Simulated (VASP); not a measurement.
Here is the system:

```xyz
2
Lattice="0.0000 1.9637 1.9637 1.9637 0.0000 1.9637 1.9637 1.9637 0.0000" Properties=species:S:1:pos:R:3 pbc="T T T"
Li     0.0000     0.0000     0.0000
F      1.9637     1.9637     1.9637
```

Method: SCAN meta-GGA, VASP's PBE PAW potentials (set 64) (plane waves; VASP). Run with 520 eV cut-off, 11×11×11 Γ-centred mesh, Gaussian smearing of 0.050 eV, potentials Li_sv F.

Question: Give the stress tensor in GPa (positive for a compressed cell).

Answer: 
```
2.68  0.00  0.00
0.00  2.68  0.00
0.00  0.00  2.68
```
The pressure is its mean diagonal, 2.68 GPa.

The compound is LiF in the rock salt structure. This cell is one point of a volume scan, at 0.97 of the reference volume.
